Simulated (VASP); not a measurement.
Given:

```
CELL_PARAMETERS angstrom
      4.00606     0.00000     0.00000
      0.00000     4.00606     0.00000
      0.00000     0.00000     4.00606
ATOMIC_POSITIONS crystal
  Sc 0.00000 0.00000 0.00000
  Al 0.00000 0.50000 0.50000
  Al 0.50000 0.00000 0.50000
  Al 0.50000 0.50000 0.00000
```

The numbers are results of optB86b-vdW, VASP's PBE PAW potentials (set 64) (plane waves; VASP), not measurements. Settings: 520 eV cut-off, 8×8×8 Γ-centred mesh, first-order Methfessel-Paxton smearing of 0.10 eV, potentials Sc_sv Al.

Estimate the energy per atom (σ→0), pressure, band gap (on the k-mesh) with the smallest direct gap where there is one.

The band gap (on the k-mesh) comes out as none (metal, semimetal or under 0.01 eV). The energy per atom (σ→0) is -3.252 eV/atom and the pressure comes out as 6.29 GPa.

Total energies compare only between runs with the same potentials, cut-off and functional.

The compound is Al3Sc in the L1_2 structure. This cell is one point of a volume scan, at 0.94 of the reference volume.
